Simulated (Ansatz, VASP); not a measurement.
# SmY: VASP beside Ansatz, part 2 of 2

One calculation is typed for both programs; each brings its own data sets and cutoff. How far apart do they land? The cell is invented: As first built, before any earlier steps moved the atoms (in the runner's words): it takes the HoIn structure with all of its atoms replaced by other elements, volume scaled by an estimate. It may not be a known or stable phase. The cell is taken from a series of VASP runs on this material, whose earlier steps may have relaxed, scaled or displaced it; both programs get it as it stands.

VASP 6.6.1 and Ansatz 0.2.0.

So far: Starting point; VASP: zone-centre phonons, PBEsol with D3(BJ).

In doubt: a part-filled 4f shell, where there is one, can sit in one of many states, so energies may not be the lowest and differences between runs may mislead; derivatives with an open 4f shell can jump between states, which bears on forces and vibrations.

## (3) Ansatz: zone-centre phonons, PBEsol with D3(BJ)

Level of this step: Ansatz beside VASP: Kohn-Sham DFT, plane waves, PBEsol with D3(BJ) (Ansatz).

Ansatz runs on its default PAW (the set named soft_2) files.

The same cell, functional, mesh and smearing now go to Ansatz, which takes its cutoff from its data sets.

File input.yaml:

```yaml
crystal:
  lattice:
    - [3.8959839457, 0.0, 0.0]
    - [0.0, 3.8959839457, 0.0]
    - [0.0, 0.0, 3.8959839457]
  atoms:
    - { symbol: Sm, position: [0.0, 0.0, 0.0], spin: 5.56 }
    - { symbol: "Y", position: [0.5, 0.5, 0.5], spin: 0.242 }
hamiltonian:
  xc: pbesol
  pseudopotentials: { kind: paw }
  dispersion: d3bj
magnetization:
  spin_polarized: true
kpoints:
  mp_grid: { grid: [5, 5, 5] }
scf:
  occupations: { method: methfessel_paxton, width: 0.2 }
phonons:
  method: dfpt
  qpoints: [[0, 0, 0]]
```

Started as:

```sh
> ansatz run input.yaml --threads 4 --pin off --max-ram 9216MiB --backend cpu --events-out ev --progress --plain --runs-dir out
```

Numbers of over 12 decimals in the logs are rounded to 6 here.

What it wrote:

```text
Engine: ansatz 0.2.0, aarch64-unknown-linux-gnu
Pseudopotentials: kind: paw
Pseudopotential: Sm, paw, valence charge 16, recommended cutoff 420 eV (normal), Sm.paw.azcp
Pseudopotential: Y, paw, valence charge 11, recommended cutoff 420 eV (normal), Y.paw.azcp
Functional definition: PBEsol
  exchange = pbesol_x
  correlation = pbesol_c
Crystal: 2 atoms, lattice volume = 59.136 Å³
Basis set: ecut = 420 eV, 1189 PW (Γ), exchange–correlation on 54×54×54 points (8 copies of the dense FFT grid, shifted against one another)
Bands: 21, of which v1, the nominal top of the filled ones, is band 14 counted from 1 (13 counted from 0)
Symmetry: 48 space group operations
Space group: Pm-3m (ITA 221), of the structure as read, at distance tolerance 3.9e-5 Å
Magnetic group: BNS 221.92 (UNI 1594), of the structure as read, at distance tolerance 3.9e-5 Å
k-points: 10 of 125
Non-local potential: Sm, projectors of the file, l = 0: 3, l = 1: 2, l = 2: 2, l = 3: 3
Non-local potential: Y, projectors of the file, l = 0: 3, l = 1: 2, l = 2: 2, l = 3: 1
PAW form: soft (Blöchl's): semilocal exchange-correlation on the pseudo side does not see the compensation charge
PAW frozen core: Sm, regenerated for the run's functional, and the local potential with it (the file was generated under x = pbe(κ = 0.804, μ = 0.219515), c = pbe(β = 0.066725))
PAW frozen core: Y, regenerated for the run's functional, and the local potential with it (the file was generated under x = pbe(κ = 0.804, μ = 0.219515), c = pbe(β = 0.066725))
PAW one-centre angular grid: Sm, 590 points (default); XC on 64 Gauss nodes
PAW one-centre angular grid: Y, 590 points (default); XC on 64 Gauss nodes
Initial density: superposition of atomic densities (chi_scale 0.1, normalization cell)
Starting moments: Σ|m| = 5.802 μB on 2 of 2 sites
Initial wavefunctions: pseudopotential atomic-orbital guess
Functional: x = pbesol(κ = 0.804, μ = 0.123457), c = pbesol(β = 0.046)
SCF 1 converged in 19 iterations: F = -11940.441131 eV  dr2 = 1.31e-8
  greatest PAW one-centre occupation: 0.993 electrons in one spin orbital (limit 2), on the Y atom at site 1 (counted from 0), in its partial waves of l = 0
k-points: 18 of 125 (irreducible under 8 space group operations, time reversal used)
Initial density: read from a saved state, or passed on in memory by an earlier SCF of this step, an earlier step, the calling program or the single point that the run made first
Stability of the state it starts from, as read at its close in the collinear treatment: not read, because cold or Methfessel-Paxton smearing, or corrected tetrahedra, fill the levels in a way that the test cannot read (fill_not_monotonic); its run was given moments
Starting moments: Σ|m| = 5.802 μB on 2 of 2 sites; this step starts from the density that it was given
iter 1 solved again at ethr=5.27e-8 eV; its pass at ethr=3.10e-3 eV (dr2=1.42e-5 eV) is discarded
SCF iter   1: F=—  HF=-11940.441131 eV  |F-HF|=—  |Δ(HF+E_count)|=         —  Δρ=7.85e-6 (↑7.85e-6 ↓8.33e-7)  dr2=3.58e-8  dr2_m=8.67e-9  M=6.407 μB ∫|m|=6.407 μB  β_m=0.30  ethr=5.27e-8  ⟨swp⟩=3.3  Hψ=9298  notcnv=0
automatic band count: the SCF goes on with 25 bands, as 21 were too few: the levels above may hold too much charge
preconditioner: auto → Kerker (q_TF=auto, 2.394 Å⁻¹)  [metal: Δε(μ)=0.020 eV  Ē_g=13.875 eV  σ=0.200 eV  W_gap=0.08  n_scr=18 (ndim 8)  ℏωp=23.2 eV  f_vac=0.000  D(μ)=9.45/eV (n_scr^D=170)]
spin=Collinear: Kerker preconditioning applied to the charge; magnetization (m = ρ↑ − ρ↓) channel mixes plain (no charge-response kernel on spin).
SCF iter   2: F=—  HF=-11940.441131 eV  |F-HF|=—  |Δ(HF+E_count)|=   1.43e-7  S|Δr|=    0.00e0  Δρ=4.21e-5 (↑4.21e-5 ↓1.95e-6)  dr2=1.08e-6  dr2_m=2.41e-7  M=6.407 μB ∫|m|=6.407 μB  β_m=0.30  ethr=1.33e-10  ⟨swp⟩=2.1  Hψ=1395  notcnv=0
SCF iter   3: F=—  HF=-11940.441131 eV  |F-HF|=—  |Δ(HF+E_count)|=   3.01e-8  S|Δr|=    0.00e0  Δρ=1.69e-6 (↑1.69e-6 ↓6.20e-7)  dr2=2.14e-9  dr2_m=3.44e-10  M=6.407 μB ∫|m|=6.407 μB  β_m=0.65  ethr=1.33e-10  ⟨swp⟩=1.5  Hψ=1019  notcnv=0
SCF iter   4: F=—  HF=-11940.441131 eV  |F-HF|=—  |Δ(HF+E_count)|=   1.20e-9  S|Δr|=    0.00e0  Δρ=7.52e-6 (↑7.52e-6 ↓2.98e-7)  dr2=3.47e-8  dr2_m=7.52e-9  M=6.407 μB ∫|m|=6.407 μB  β_m=0.65  ethr=7.93e-12  ⟨swp⟩=2.1  Hψ=1196  notcnv=0
SCF iter   5: F=—  HF=-11940.441131 eV  |F-HF|=—  |Δ(HF+E_count)|=  9.62e-10  S|Δr|=    0.00e0  Δρ=8.82e-7 (↑8.82e-7 ↓1.47e-7)  dr2=4.84e-10  dr2_m=9.61e-11  M=6.407 μB ∫|m|=6.407 μB  β_m=0.66  ethr=7.93e-12  ⟨swp⟩=1.6  Hψ=1019  notcnv=0
SCF iter   6: F=—  HF=-11940.441131 eV  |F-HF|=—  |Δ(HF+E_count)|=  1.82e-12  S|Δr|=    0.00e0  Δρ=9.80e-7 (↑9.80e-7 ↓6.29e-8)  dr2=5.78e-10  dr2_m=1.26e-10  M=6.407 μB ∫|m|=6.407 μB  β_m=0.57  ethr=1.79e-12  ⟨swp⟩=1.0  Hψ=900  notcnv=0
SCF iter   7: F=—  HF=-11940.441131 eV  |F-HF|=—  |Δ(HF+E_count)|=  1.09e-11  S|Δr|=    0.00e0  Δρ=4.84e-7 (↑4.84e-7 ↓3.28e-8)  dr2=1.41e-10  dr2_m=3.07e-11  M=6.407 μB ∫|m|=6.407 μB  β_m=0.40  ethr=1.79e-12  ⟨swp⟩=1.0  Hψ=900  notcnv=0
SCF iter   8: F=-11940.441131 eV  HF=-11940.441131 eV  |F-HF|=1.82e-12  |Δ(HF+E_count)|=  1.82e-12  S|Δr|=    0.00e0  Δρ=4.74e-8 (↑4.74e-8 ↓8.77e-9)  dr2=1.59e-12  dr2_m=2.67e-13  M=6.407 μB ∫|m|=6.407 μB  ethr=1.00e-12  ⟨swp⟩=4.0  Hψ=3308  notcnv=0
SCF 2 converged in 8 iterations: F = -11940.441131 eV  dr2 = 1.59e-12
this state was not tested for a lower state beside it, because cold or Methfessel-Paxton smearing, or corrected tetrahedra, fill the levels in a way that the test cannot read (fill_not_monotonic; see scf.lower_state_search)
DFPT response loops at Γ: preconditioner auto → Kerker (q_TF=auto, 2.394 Å⁻¹) (partly filled bands, converged f_vac=0.000); β = 1.00, the filter's whole step (`scf.mixing.beta` (0.30) is not read by the response loops under this deck's `scf.mixing.preconditioner`; to damp them name `kerker` or `kerker_dos`, under which they read `scf.mixing.beta`, and type it under 1.00, their step now; both keys bind the ground state too); Broyden in place of MSR1
SCF converged after 8 iterations
Magnetization: 6.4069 μB (16.7035 up, 10.2965 down)
Absolute magnetization: 6.4070 μB (∫|ρ↑−ρ↓|, with the PAW one-centre terms)
Spin contamination: 0.0439 ħ² per cell (⟨S²⟩ above its minimum at these occupations)
Per-site moments (μB) at R_I (Å): [(5.789689, 1.391784), (0.194471, 1.391784)]
Free energy (F): -11940.441131 eV
Harris-Foulkes:  -11940.441131 eV  (|F-HF|=1.82e-12)
Internal energy: -11940.445448 eV  (E = F + TS)
E sigma→0 (E₀):  -11940.442210 eV
Entropy (-TS):   0.004317 eV (2.159 meV/atom)
Fermi energy:    12.003921 eV
Step filling:    the computed levels leave a gap of 0.0036 eV = 0.0 smearing widths at the electron count; against every level under it full and every level over it empty, smearing changes F+E_penalty+E_count by -7.614 meV and its σ→0 estimate by -8.693 meV
--- Per-component energies (eV) ---
  E_band       = -91.079797
  E_kinetic    = 644.038889
  E_local      = -2057.565285  (includes V_loc(G=0)·N_el)
  E_nonlocal   = 453.973368
  E_hartree    = 765.778043
  E_xc         = -347.854538
  E_vxc        = -391.838681  (∫ρ·V_xc dr)
  E_paw        = -8900.139329  (= ΣΔE_a)
  E_vpaw       = -271.244117  (= ΣTr[D̂ρ^β])
  E_aug_tail   = 0.000002  (compensation charges beyond the density's cutoff)
  E_ewald      = -2498.405355
  E_disp       = -0.931775  (pairwise vdW)
  E_core_change = 0.660531  (= ΣΔE_core)
  E_smearing   = 0.004317  (= −TS)
  E_closure    = 0.000000  (closes the sum)
  Σ components = -11940.441131   (vs F -11940.441131, Δ=0.00e0)
--- Band table (eV; the first three rows and the last of 36) ---
  k-point 0 ↑: bands = [... 10 lower, 10.0676, 11.6929, 11.8033, 11.8033, 11.8033, 11.9209, 11.9209, 11.9209, ... 7 higher]
  k-point 1 ↑: bands = [... 10 lower, 10.5135, 11.6474, 11.7635, 11.7798, 11.7798, 11.9262, 11.9262, 11.9407, ... 7 higher]
  k-point 2 ↑: bands = [... 10 lower, 11.0622, 11.5862, 11.6948, 11.7156, 11.7156, 11.9797, 11.9797, 12.1092, ... 7 higher]
  k-point 17 ↓: bands = [... 10 lower, 12.3278, 12.4864, 12.9314, 12.9314, 15.4577, 15.5714, 15.5964, 15.5964, ... 7 higher]
--- Phonons (Γ-DFPT): 2 representative perturbations + reference, on 18 of 125 k-points (Σ response iterations 17) ---
  k mesh reduced under 8 symmetry operations, with k and −k counted as one. Each operation leaves every solved perturbation unchanged. A smaller set is not used because it would not reduce the number of displacements times k-points to solve
  ASR residual: 6.814e-5 → 0.000e0 eV/Å²; symmetrization residual: 2.590e-6 eV/Å²
  pairwise dispersion correction: d3bj (s6 = 1.0, s8 = 2.9491, a1 = 0.4466, a2_bohr = 6.1742), with the weights of each atom's references fixed at the reference crystal's, and the forces and stress that the weights' published response gives there kept as a pressure on the atom's counted neighbours (hamiltonian.dispersion)
  ASR residual per site (eV/Å²): 6.81e-5 2.85e-5
  Γ frequencies (cm⁻¹): 0.00 0.00 0.00 109.11 109.11 109.11
  non-analytic LO–TO correction: not included (Born effective charges unavailable; polar crystals: no LO–TO splitting at Γ)
--- Phonons (arbitrary-q DFPT): 1 explicit q-point ---
  q = [0, 0, 0] (of the zone-centre solve; hermiticity 2.12e-6, symmetrization 2.55e-13): -0.00 0.00 0.00 109.11 109.11 109.11
  sum rule: each row above includes the acoustic sum rule's correction from the zone centre's row sums; it moved no ω² by more than (0.35 cm⁻¹)²
```

Wall time 7.3 s (4 threads of Arm Neoverse V2, shared host); peak memory 0.47 GiB.

## (4) Comparison

Known differences besides the potentials themselves: the cutoff is 420 eV in Ansatz and 450 eV in VASP; Ansatz makes its cores anew for this functional, VASP keeps those of its PBE data sets; VASP leaves aspherical gradient terms in its spheres out (LASPH is not set), Ansatz keeps them; Ansatz takes the dispersion share of the force constants at frozen C6 weights, VASP differentiates the full forces; VASP uses finite displacements, Ansatz perturbation theory. Total energies have different zeros and are not compared.

Both answers:

| quantity | Ansatz | VASP | difference |
| --- | --- | --- | --- |
| optical mode 1 to 3 (cm⁻¹) | 109.1 | 107.7 | +1.29 % |

Modes are paired by rising frequency and degeneracy, not by their patterns, so a pair may still set unlike modes beside each other.

## (5) Results

```json
{"r.m.s. difference of the optical zone-centre modes, each program's sorted by frequency (zone-centre phonons, PBEsol with D3(BJ))": "1.4 cm⁻¹", "difference in optical mode 1 to 3 (zone-centre phonons, PBEsol with D3(BJ))": "+1.3 %"}
```

**Reading.** The r.m.s. difference of the optical zone-centre modes, each program's sorted by frequency is 1.4 cm⁻¹ (zone-centre phonons, PBEsol with D3(BJ)). Among the rows given in per cent, the largest difference of the zone-centre phonons, PBEsol with D3(BJ) pair is in optical mode 1 to 3, +1.3 %. How closely two codes agree says nothing of how well the functional describes the real material.

[Lines on the potential files, build, host, timing and source positions are cut from VASP's logs without a mark.]

[Logs are printed without paths, hosts, clocks, repeated set-up lines and the standing remarks that a program may print on its own settings, such as how far it seeks lower states.]

[Hosts, paths, dates, database ids (printed as entryN), source tags and the programs' standing remarks are cut or masked in the printed files.]
